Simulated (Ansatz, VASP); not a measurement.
# Al35N19O24 (random packing of 70AlN-30Al2O3 (mol %)) in two plane-wave programs

One calculation is typed for both programs; each brings its own data sets. How far apart do they land? The cell is taken from a series of runs on this material, whose earlier steps may have relaxed, scaled, displaced or heated it; both programs get it as it stands.

Main program and level: Ansatz 0.2.0; plane waves, with VASP 6.6.1 beside it; single point at PBE.

## Step 1: The starting structure

The cell holds 156 atoms: 70 Al, 38 N and 48 O. Cell: a = 18.645 Å, b = 9.322 Å, c = 9.322 Å, α = 90.0°, β = 90.0°, γ = 90.0°. As first built, before any earlier steps moved the atoms (in the runner's words): 78 atoms (35 Al, 19 N, 24 O) packed at random in a cube at 3.27 g/cm^3 and pushed apart as soft spheres, cations and anions kept from their own kind; a start for melting by ab initio MD, not an equilibrated structure. The cell was repeated 2 x 1 x 1. Then every atom was moved at random, 0.03 A r.m.s. a Cartesian component (hydrogen 0.6 of that).

## Step 2: VASP: single point, PBE

A single point gives forces, pressure and levels at one fixed geometry, so differences don't come from the geometry; what else differs is listed under the comparison.

Lines of VASP's logs that name or quote its potential files are left out, and so is its time.

INCAR

```
SYSTEM = Al35N19O24
PREC = Accurate
ENCUT = 520
EDIFF = 1E-06
NELM = 120
ISMEAR = -1
SIGMA = 0.05
LREAL = Auto
ALGO = Normal
GGA = PE
NBANDS = 453
LORBIT = 11
LWAVE = .FALSE.
LCHARG = .FALSE.
ISIF = 2
LASPH = .TRUE.
GGA_COMPAT = .FALSE.
```

POSCAR

```
Al35N19O24
1.0
   18.6448000000      0.0000000000      0.0000000000
    0.0000000000      9.3224000000      0.0000000000
    0.0000000000      0.0000000000      9.3224000000
Al N O
70 38 48
Direct
    0.3749300000      0.1629500000      0.3358400000
    0.5005100000      0.0900700000      0.5865600000
    0.1012500000      0.6056500000      0.7497400000
    0.4830600000      0.8164200000      0.3740800000
    0.4480800000      0.3085200000      0.7504100000
    0.2007400000      0.2028100000      0.1095100000
    0.4780100000      0.5643100000      0.4504600000
    0.2667700000      0.4780100000      0.1045300000
    0.3957200000      0.3413800000      0.9983400000
    0.0538800000      0.9258200000      0.0825700000
    0.1026000000      0.6672300000      0.0350200000
    0.0389200000      0.3248800000      0.5730400000
    0.3353600000      0.8856500000      0.2930000000
    0.2301300000      0.4496300000      0.5392700000
    0.3977600000      0.9144000000      0.5834900000
    0.1179200000      0.2943600000      0.7868800000
    0.3758800000      0.6119300000      0.0392700000
    0.0369400000      0.1936900000      0.0566200000
    0.4845700000      0.5950200000      0.8639200000
    0.2564400000      0.3280700000      0.8853600000
    0.1496300000      0.4181900000      0.0081000000
    0.1403200000      0.8047100000      0.2379800000
    0.2625800000      0.0282900000      0.4637500000
    0.0860700000      0.9677400000      0.4183900000
    0.3244800000      0.1422000000      0.0912700000
    0.0350100000      0.3208100000      0.3112800000
    0.1188700000      0.9898900000      0.8721400000
    0.2421600000      0.6373500000      0.8675600000
    0.4866900000      0.0253400000      0.8647000000
    0.4339400000      0.8269800000      0.1306100000
[... 120 atom lines left out ...]
    0.6054600000      0.7423200000      0.5421700000
    0.6504100000      0.0414900000      0.1549100000
    0.7390100000      0.0867100000      0.9600100000
    0.6793000000      0.5986700000      0.1560000000
    0.6984100000      0.3412200000      0.3274000000
    0.8521400000      0.2714100000      0.7400900000
```

KPOINTS

```
Automatic mesh
0
Gamma
1 1 1
0 0 0
```

PAW data sets: Al, N and O (PBE family, release 64).

Started as:

```bash
> export OMP_NUM_THREADS=3
> mpirun -np 1 vasp_gam
```

Numbers of over 12 decimals in the logs are rounded to 6 here.

Log:

```text
[banner, memory and clock lines left out]
running    1 mpi-ranks, on    1 nodes
[...]
Offloading initialized ...    1 GPUs detected
[...]
LDA part: xc-table for (Slater+PW92), standard interpolation
 POSCAR, INCAR and KPOINTS ok, starting setup
[...]
entering main loop
       N       E                     dE             d eps       ncg     rms          rms(c)
DAV:   1     0.530197734851E+04    0.53020E+04   -0.38345E+05   906   0.149E+03
DAV:   2    -0.388084708674E+03   -0.56901E+04   -0.53130E+04  1148   0.334E+02
DAV:   3    -0.952574141758E+03   -0.56449E+03   -0.54185E+03  1060   0.107E+02
DAV:   4    -0.968199266911E+03   -0.15625E+02   -0.15456E+02  1052   0.186E+01
[...]
DAV:  29    -0.841433457954E+03    0.14247E-05   -0.96605E-06  1012   0.614E-03    0.118E-02
DAV:  30    -0.841433456730E+03    0.12238E-05   -0.40843E-06   700   0.400E-03    0.738E-03
DAV:  31    -0.841433456092E+03    0.63869E-06   -0.11168E-06   500   0.256E-03
   1 F= -.84143346E+03 E0= -.84116927E+03  d E =-.528363E+00
```

From OUTCAR (step 2):

```text
  FREE ENERGIE OF THE ION-ELECTRON SYSTEM (eV)
  ---------------------------------------------------
  free  energy   TOTEN  =      -841.4334560916 eV

  energy  without entropy=     -840.9050927928  energy(sigma->0) =     -841.16927444

[... 1 further part left out ...]
```

The run ends at a pressure of 9.97 GPa, with forces up to 6.5 eV/Å.

## Step 3: Ansatz: single point, PBE

Ansatz runs on its default PAW (the set named soft_2) files.

The same cell, functional, mesh and smearing now go to Ansatz, which takes its cutoff from its data sets.

input.yaml

```yaml
crystal:
  lattice:
    - [18.6448, 0.0, 0.0]
    - [0.0, 9.3224, 0.0]
    - [0.0, 0.0, 9.3224]
  atoms:
    - { symbol: Al, position: [0.37493, 0.16295, 0.33584] }
    - { symbol: Al, position: [0.50051, 0.09007, 0.58656] }
    - { symbol: Al, position: [0.10125, 0.60565, 0.74974] }
    - { symbol: Al, position: [0.48306, 0.81642, 0.37408] }
    - { symbol: Al, position: [0.44808, 0.30852, 0.75041] }
    - { symbol: Al, position: [0.20074, 0.20281, 0.10951] }
    - { symbol: Al, position: [0.47801, 0.56431, 0.45046] }
    - { symbol: Al, position: [0.26677, 0.47801, 0.10453] }
    - { symbol: Al, position: [0.39572, 0.34138, 0.99834] }
    - { symbol: Al, position: [0.05388, 0.92582, 0.08257] }
    - { symbol: Al, position: [0.1026, 0.66723, 0.03502] }
    - { symbol: Al, position: [0.03892, 0.32488, 0.57304] }
    - { symbol: Al, position: [0.33536, 0.88565, 0.293] }
    - { symbol: Al, position: [0.23013, 0.44963, 0.53927] }
    - { symbol: Al, position: [0.39776, 0.9144, 0.58349] }
    - { symbol: Al, position: [0.11792, 0.29436, 0.78688] }
    - { symbol: Al, position: [0.37588, 0.61193, 0.03927] }
    - { symbol: Al, position: [0.03694, 0.19369, 0.05662] }
    - { symbol: Al, position: [0.48457, 0.59502, 0.86392] }
    - { symbol: Al, position: [0.25644, 0.32807, 0.88536] }
    - { symbol: Al, position: [0.14963, 0.41819, 0.0081] }
    - { symbol: Al, position: [0.14032, 0.80471, 0.23798] }
    - { symbol: Al, position: [0.26258, 0.02829, 0.46375] }
    - { symbol: Al, position: [0.08607, 0.96774, 0.41839] }
    - { symbol: Al, position: [0.32448, 0.1422, 0.09127] }
    - { symbol: Al, position: [0.03501, 0.32081, 0.31128] }
    - { symbol: Al, position: [0.11887, 0.98989, 0.87214] }
    - { symbol: Al, position: [0.24216, 0.63735, 0.86756] }
    - { symbol: Al, position: [0.48669, 0.02534, 0.8647] }
    - { symbol: Al, position: [0.43394, 0.82698, 0.13061] }
    - { symbol: Al, position: [0.40537, 0.80179, 0.88541] }
    - { symbol: Al, position: [0.26147, 0.07252, 0.76716] }
    - { symbol: Al, position: [0.24726, 0.83489, 0.64389] }
    - { symbol: Al, position: [0.33168, 0.63739, 0.47698] }
    - { symbol: Al, position: [0.32552, 0.4919, 0.7206] }
    - { symbol: "N", position: [0.33496, 0.06921, 0.60005] }
    - { symbol: "N", position: [0.03436, 0.40763, 0.76275] }
    - { symbol: "N", position: [0.39405, 0.49398, 0.8667] }
    - { symbol: "N", position: [0.31326, 0.83974, 0.48501] }
    - { symbol: "N", position: [0.04164, 0.15033, 0.75475] }
    - { symbol: "N", position: [0.00535, 0.79981, 0.91286] }
    - { symbol: "N", position: [0.12704, 0.20269, 0.96037] }
    - { symbol: "N", position: [0.41624, 0.46984, 0.61705] }
    - { symbol: "N", position: [0.18645, 0.43715, 0.79118] }
    - { symbol: "N", position: [0.33357, 0.85807, 0.74748] }
    - { symbol: "N", position: [0.05896, 0.60121, 0.3157] }
    - { symbol: "N", position: [0.1808, 0.77408, 0.98521] }
    - { symbol: "N", position: [0.24201, 0.26755, 0.63021] }
    - { symbol: "N", position: [0.31402, 0.75287, 0.96678] }
    - { symbol: "N", position: [0.02885, 0.90792, 0.66862] }
    - { symbol: "N", position: [0.23112, 0.62492, 0.63096] }
    - { symbol: "N", position: [0.37671, 0.39515, 0.23338] }
    - { symbol: "N", position: [0.21771, 0.73796, 0.34478] }
    - { symbol: "N", position: [0.01976, 0.96876, 0.26566] }
    - { symbol: O, position: [0.28539, 0.951, 0.14788] }
    - { symbol: O, position: [0.32233, 0.42986, 0.45267] }
    - { symbol: O, position: [0.44069, 0.60987, 0.24694] }
    - { symbol: O, position: [0.1018, 0.40626, 0.45129] }
    - { symbol: O, position: [0.0987, 0.39899, 0.18794] }
    - { symbol: O, position: [0.17058, 0.97283, 0.51709] }
    - { symbol: O, position: [0.45259, 0.00626, 0.04993] }
    - { symbol: O, position: [0.39302, 0.07398, 0.85274] }
    - { symbol: O, position: [0.16633, 0.09593, 0.73158] }
    - { symbol: O, position: [0.46239, 0.32067, 0.43382] }
    - { symbol: O, position: [0.09965, 0.16022, 0.40027] }
    - { symbol: O, position: [0.15787, 0.85877, 0.73482] }
    - { symbol: O, position: [0.31856, 0.6148, 0.24568] }
    - { symbol: O, position: [0.43581, 0.04922, 0.4339] }
    - { symbol: O, position: [0.46751, 0.69191, 0.63027] }
    - { symbol: O, position: [0.00962, 0.59037, 0.0484] }
    - { symbol: O, position: [0.28604, 0.1985, 0.41245] }
    - { symbol: O, position: [0.49434, 0.36871, 0.99489] }
    - { symbol: O, position: [0.10429, 0.74413, 0.53163] }
    - { symbol: O, position: [0.14886, 0.03806, 0.15302] }
    - { symbol: O, position: [0.2368, 0.09097, 0.95954] }
    - { symbol: O, position: [0.17709, 0.59468, 0.15658] }
    - { symbol: O, position: [0.203, 0.34222, 0.32282] }
    - { symbol: O, position: [0.34843, 0.27015, 0.73641] }
    - { symbol: Al, position: [0.87641, 0.16306, 0.33727] }
    - { symbol: Al, position: [0.99842, 0.08849, 0.58125] }
    - { symbol: Al, position: [0.60013, 0.60767, 0.75172] }
    - { symbol: Al, position: [0.98279, 0.80546, 0.37177] }
    - { symbol: Al, position: [0.94557, 0.30728, 0.76335] }
    - { symbol: Al, position: [0.69958, 0.20258, 0.1089] }
    - { symbol: Al, position: [0.97767, 0.56318, 0.44628] }
    - { symbol: Al, position: [0.76747, 0.47639, 0.10201] }
    - { symbol: Al, position: [0.8961, 0.33998, 0.00051] }
    - { symbol: Al, position: [0.55171, 0.92205, 0.07942] }
    - { symbol: Al, position: [0.60266, 0.66118, 0.03144] }
    - { symbol: Al, position: [0.53928, 0.33049, 0.57448] }
    - { symbol: Al, position: [0.83602, 0.88151, 0.30107] }
    - { symbol: Al, position: [0.73202, 0.44506, 0.5312] }
    - { symbol: Al, position: [0.89817, 0.90942, 0.58906] }
    - { symbol: Al, position: [0.61665, 0.29227, 0.78476] }
    - { symbol: Al, position: [0.87619, 0.60464, 0.03694] }
    - { symbol: Al, position: [0.53878, 0.18627, 0.05186] }
    - { symbol: Al, position: [0.98533, 0.59986, 0.86253] }
    - { symbol: Al, position: [0.75479, 0.31956, 0.88119] }
    - { symbol: Al, position: [0.64921, 0.42258, 0.00876] }
    - { symbol: Al, position: [0.64331, 0.81065, 0.24192] }
    - { symbol: Al, position: [0.75859, 0.03004, 0.46922] }
    - { symbol: Al, position: [0.58156, 0.97012, 0.42356] }
    - { symbol: Al, position: [0.82488, 0.13959, 0.08601] }
    - { symbol: Al, position: [0.53338, 0.3125, 0.31179] }
    - { symbol: Al, position: [0.62019, 0.99127, 0.86903] }
    - { symbol: Al, position: [0.74123, 0.63184, 0.86246] }
    - { symbol: Al, position: [0.98753, 0.02775, 0.86348] }
    - { symbol: Al, position: [0.93368, 0.8314, 0.13029] }
    - { symbol: Al, position: [0.90556, 0.80344, 0.87991] }
    - { symbol: Al, position: [0.76102, 0.06801, 0.77242] }
    - { symbol: Al, position: [0.74783, 0.84496, 0.64207] }
    - { symbol: Al, position: [0.83015, 0.64197, 0.47633] }
    - { symbol: Al, position: [0.82339, 0.4958, 0.72522] }
    - { symbol: "N", position: [0.8335, 0.06917, 0.59327] }
    - { symbol: "N", position: [0.53271, 0.41048, 0.76143] }
    - { symbol: "N", position: [0.89353, 0.49881, 0.86923] }
    - { symbol: "N", position: [0.81422, 0.84404, 0.48734] }
    - { symbol: "N", position: [0.54523, 0.15021, 0.75195] }
    - { symbol: "N", position: [0.50373, 0.80349, 0.90878] }
    - { symbol: "N", position: [0.62659, 0.19852, 0.9584] }
    - { symbol: "N", position: [0.91333, 0.4695, 0.61221] }
    - { symbol: "N", position: [0.68653, 0.44236, 0.78907] }
    - { symbol: "N", position: [0.83444, 0.86382, 0.74083] }
    - { symbol: "N", position: [0.56183, 0.6065, 0.31384] }
    - { symbol: "N", position: [0.6829, 0.7705, 0.98447] }
    - { symbol: "N", position: [0.74116, 0.27431, 0.6339] }
    - { symbol: "N", position: [0.81212, 0.75256, 0.96936] }
    - { symbol: "N", position: [0.52777, 0.9064, 0.67266] }
    - { symbol: "N", position: [0.7326, 0.6201, 0.62973] }
    - { symbol: "N", position: [0.87858, 0.39808, 0.23695] }
    - { symbol: "N", position: [0.72374, 0.73459, 0.34223] }
    - { symbol: "N", position: [0.52117, 0.9677, 0.27094] }
    - { symbol: O, position: [0.78476, 0.95402, 0.14769] }
    - { symbol: O, position: [0.81971, 0.42935, 0.458] }
    - { symbol: O, position: [0.94226, 0.61182, 0.24612] }
    - { symbol: O, position: [0.60137, 0.41163, 0.44525] }
    - { symbol: O, position: [0.59783, 0.40363, 0.18747] }
    - { symbol: O, position: [0.66925, 0.9707, 0.52171] }
    - { symbol: O, position: [0.95149, 0.0055, 0.04861] }
    - { symbol: O, position: [0.89221, 0.0778, 0.85768] }
    - { symbol: O, position: [0.66195, 0.10335, 0.72519] }
    - { symbol: O, position: [0.96027, 0.32081, 0.43654] }
    - { symbol: O, position: [0.59886, 0.16461, 0.40061] }
    - { symbol: O, position: [0.65815, 0.86221, 0.72181] }
    - { symbol: O, position: [0.8164, 0.61065, 0.24221] }
    - { symbol: O, position: [0.94034, 0.04668, 0.43868] }
    - { symbol: O, position: [0.96951, 0.68744, 0.6398] }
    - { symbol: O, position: [0.50895, 0.58721, 0.05288] }
    - { symbol: O, position: [0.78617, 0.20065, 0.40551] }
    - { symbol: O, position: [0.99333, 0.36007, 0.99463] }
    - { symbol: O, position: [0.60546, 0.74232, 0.54217] }
    - { symbol: O, position: [0.65041, 0.04149, 0.15491] }
    - { symbol: O, position: [0.73901, 0.08671, 0.96001] }
    - { symbol: O, position: [0.6793, 0.59867, 0.156] }
    - { symbol: O, position: [0.69841, 0.34122, 0.3274] }
    - { symbol: O, position: [0.85214, 0.27141, 0.74009] }
kpoints:
  mp_grid: { grid: [1, 1, 1] }
hamiltonian:
  xc: pbe
scf:
  occupations: { method: fermi_dirac, width: 0.05 }
output:
  forces: true
  eigenvalues: true
```

Started as:

```bash
> ansatz run input.yaml --threads 8 --pin off --max-ram 15872MiB --backend cpu --events-out ev --progress --plain --runs-dir out
```

Log:

```text
Engine: ansatz 0.2.0, aarch64-unknown-linux-gnu
Pseudopotentials: kind: paw
Pseudopotential: Al, paw, valence charge 3, recommended cutoff 420 eV (normal), Al.paw.azcp
Pseudopotential: N, paw, valence charge 5, recommended cutoff 420 eV (normal), N.paw.azcp
Pseudopotential: O, paw, valence charge 6, recommended cutoff 420 eV (normal), O.paw.azcp
Functional definition: PBE
  parameter kappa = 0.804
  parameter beta = 0.066725
  exchange = pbe_x(kappa = kappa, mu = beta*pi^2/3)
  correlation = pbe_c(beta = beta)
Crystal: 156 atoms, lattice volume = 1620.366 Å³
Basis set: ecut = 420 eV, 31687 PW (Γ), exchange–correlation on 250×128×128 points (8 copies of the dense FFT grid, shifted against one another)
Bands: 500, of which v1, the nominal top of the filled ones, is band 344 counted from 1 (343 counted from 0)
Symmetry: 1 space group operations
Space group: P1 (ITA 1), of the structure as read, at distance tolerance 1.2e-4 Å
k-points: 1
Non-local potential: Al, projectors of the file, l = 0: 2, l = 1: 2, l = 2: 1
Non-local potential: N, projectors of the file, l = 0: 2, l = 1: 2, l = 2: 1
Non-local potential: O, projectors of the file, l = 0: 2, l = 1: 2, l = 2: 1
PAW form: soft (Blöchl's): semilocal exchange-correlation on the pseudo side does not see the compensation charge
PAW one-centre angular grid: Al, 110 points (default); XC on 64 Gauss nodes
PAW one-centre angular grid: N, 110 points (default); XC on 64 Gauss nodes
PAW one-centre angular grid: O, 110 points (default); XC on 64 Gauss nodes
Initial density: superposition of atomic densities (neutral atoms: chi_scale 0, normalization atom), corrected by the library's trained network
Initial wavefunctions: pseudopotential atomic-orbital guess
Functional: x = pbe(κ = 0.804, μ = 0.219515), c = pbe(β = 0.066725)
SCF iter   1: F=—  HF=-79356.527006 eV  |F-HF|=—  |Δ(HF+E_count)|=         —  Δρ=1.68e-2  dr2=6.99e0  ethr=1.77e-3  ⟨swp⟩=6.0  Hψ=2211  notcnv=0  defer=39
preconditioner: auto → Kerker (q_TF=auto, 2.365 Å⁻¹)  [metal: Δε(μ)=0.047 eV  Ē_g=11.256 eV  σ=0.050 eV  W_gap=0.23  n_scr=370 (ndim 8)  ℏωp=24.2 eV  f_vac=0.000  D(μ)=53.23/eV (n_scr^D=394)]
SCF iter   2: F=—  HF=-79356.077173 eV  |F-HF|=—  |Δ(HF+E_count)|=   4.50e-1  Δρ=7.19e-3  dr2=1.65e0  ethr=1.02e-3  ⟨swp⟩=1.0  Hψ=575  notcnv=0  defer=54
SCF iter   3: F=—  HF=-79355.923315 eV  |F-HF|=—  |Δ(HF+E_count)|=   1.54e-1  Δρ=1.93e-3  dr2=1.40e-1  ethr=2.39e-4  ⟨swp⟩=2.0  Hψ=410  notcnv=0  defer=105
SCF iter   4: F=—  HF=-79355.912121 eV  |F-HF|=—  |Δ(HF+E_count)|=   1.12e-2  Δρ=7.81e-4  dr2=2.26e-2  ethr=2.04e-5  ⟨swp⟩=2.0  Hψ=678  notcnv=0  defer=105
SCF iter   5: F=—  HF=-79355.908832 eV  |F-HF|=—  |Δ(HF+E_count)|=   3.29e-3  Δρ=3.13e-4  dr2=4.78e-3  ethr=3.29e-6  ⟨swp⟩=1.0  Hψ=384  notcnv=0  defer=105
SCF iter   6: F=—  HF=-79355.908287 eV  |F-HF|=—  |Δ(HF+E_count)|=   5.46e-4  Δρ=1.65e-4  dr2=9.21e-4  ethr=6.95e-7  ⟨swp⟩=2.0  Hψ=385  notcnv=0  defer=105
SCF iter   7: F=—  HF=-79355.908173 eV  |F-HF|=—  |Δ(HF+E_count)|=   1.13e-4  Δρ=8.49e-5  dr2=1.72e-4  ethr=1.34e-7  ⟨swp⟩=2.0  Hψ=675  notcnv=0  defer=105
SCF iter   8: F=—  HF=-79355.908172 eV  |F-HF|=—  |Δ(HF+E_count)|=   1.67e-6  Δρ=2.84e-5  dr2=2.94e-5  ethr=2.50e-8  ⟨swp⟩=2.0  Hψ=386  notcnv=0  defer=105
SCF iter   9: F=—  HF=-79355.908219 eV  |F-HF|=—  |Δ(HF+E_count)|=   4.74e-5  Δρ=1.18e-5  dr2=3.36e-6  ethr=4.28e-9  ⟨swp⟩=2.0  Hψ=845  notcnv=0  defer=116
SCF iter  10: F=—  HF=-79355.908219 eV  |F-HF|=—  |Δ(HF+E_count)|=   5.43e-8  Δρ=3.75e-6  dr2=6.42e-7  ethr=4.88e-10  ⟨swp⟩=2.0  Hψ=713  notcnv=0  defer=116
SCF iter  11: F=-79355.908219 eV  HF=-79355.908219 eV  |F-HF|=3.80e-8  |Δ(HF+E_count)|=   4.12e-8  Δρ=1.50e-6  dr2=6.69e-8  ethr=1.45e-11  ⟨swp⟩=11.0  Hψ=2657  notcnv=0
SCF 1 converged in 11 iterations: F = -79355.908219 eV  dr2 = 6.69e-8
  greatest PAW one-centre occupation: 0.885 electrons in one spin orbital (limit 2), on the O atom at site 70 (counted from 0), in its partial waves of l = 0
SCF converged after 11 iterations
Free energy (F): -79355.908219 eV
Harris-Foulkes:  -79355.908219 eV  (|F-HF|=3.80e-8)
Internal energy: -79355.380681 eV  (E = F + TS)
E sigma→0 (E₀):  -79355.644450 eV
Entropy (-TS):   -0.527538 eV (-3.382 meV/atom)
Fermi energy:    8.230717 eV
--- Per-component energies (eV) ---
  E_band       = 756.356004
  E_kinetic    = 15070.735874
  E_local      = -27134.522018  (includes V_loc(G=0)·N_el)
  E_nonlocal   = 4784.953661
  E_hartree    = 10091.631766
  E_xc         = -8649.146384
  E_vxc        = -9505.289946  (∫ρ·V_xc dr)
  E_paw        = -45094.225948  (= ΣΔE_a)
  E_vpaw       = -2642.905341  (= ΣTr[D̂ρ^β])
  E_aug_tail   = 0.116838  (compensation charges beyond the density's cutoff)
  E_ewald      = -28424.924470
  E_smearing   = -0.527538  (= −TS)
  E_closure    = -0.000000  (closes the sum)
  Σ components = -79355.908219   (vs F -79355.908219, Δ=0.00e0)
[...]
atom  80  Al     0.91831354    -2.00491139     0.21442502
  atom  81  Al     2.07596354     0.63095342    -3.48676017
  atom  82  Al     0.47991265     0.04337883    -0.85189761
  atom  83  Al    -0.37705081     1.35417281     0.04429018
  atom  84  Al    -3.10594984    -2.20274045     2.31253167
  atom  85  Al    -0.70672037    -1.60826487     0.98550499
  atom  86  Al    -0.03584330     0.76525606     5.61808867
  atom  87  Al     0.56813390     0.73908625     2.65307194
  atom  88  Al     1.32676445     0.29606601     1.14288735
  atom  89  Al    -2.07108260     0.28135816     1.15038747
  atom  90  Al     2.13588150     2.48169138    -2.55432778
  atom  91  Al    -1.95578289    -1.74994765    -3.64084657
  atom  92  Al    -2.55650713    -2.33390793    -3.33602180
  atom  93  Al     0.04112718    -0.03296291     0.64170606
  atom  94  Al     0.93837848    -2.18113772    -0.24361430
  atom  95  Al    -0.70386540    -0.13269273     3.40722734
  atom  96  Al     0.62669351     3.57601209     0.41806644
  atom  97  Al     0.86399047    -2.34489056    -1.01948931
  atom  98  Al     1.32743930    -0.87365523    -1.49699081
  atom  99  Al    -2.90606011    -0.90666641     1.99053566
  atom 100  Al     2.95752863    -1.01647740    -0.33810020
  atom 101  Al    -2.65942182     2.60777006    -0.86810041
  atom 102  Al     5.27580555     2.20383247     2.37896259
  atom 103  Al     0.25646345    -4.24358195    -1.28531805
[...]
atom 149  O      0.52316618    -2.37202264    -1.63238990
  atom 150  O     -2.10091046    -4.70874481     0.68451319
  atom 151  O     -1.11434660    -1.52773702    -0.60567096
  atom 152  O     -1.68697302    -2.13260604     1.54523084
  atom 153  O      3.20823172     1.86474755    -2.10408432
  atom 154  O      0.33441478    -1.09491413    -2.13240762
  atom 155  O      1.95732054    -0.26018248    -1.16913280
  atom 156  O     -1.35250330     2.07224610     2.06357866
  max |Σ_I F_I| component: 7.80e-5 eV/Å
--- Band table (eV) ---
  k-point 0: bands = [... 340 lower, 8.1357, 8.1514, 8.1991, 8.2125, 8.2578, 8.2636, 8.2794, 8.3487, ... 152 higher]
```

(Part 1 of 2 ends here.)

[Lines on the potential files, build, host, timing and source positions are cut from VASP's logs without a mark.]

[Logs are printed without paths, hosts, clocks, repeated set-up lines and the standing remarks that a program may print on its own settings, such as how far it seeks lower states.]

[Hosts, paths, dates, database ids (printed as entryN), source tags and the programs' standing remarks are cut or masked in the printed files.]
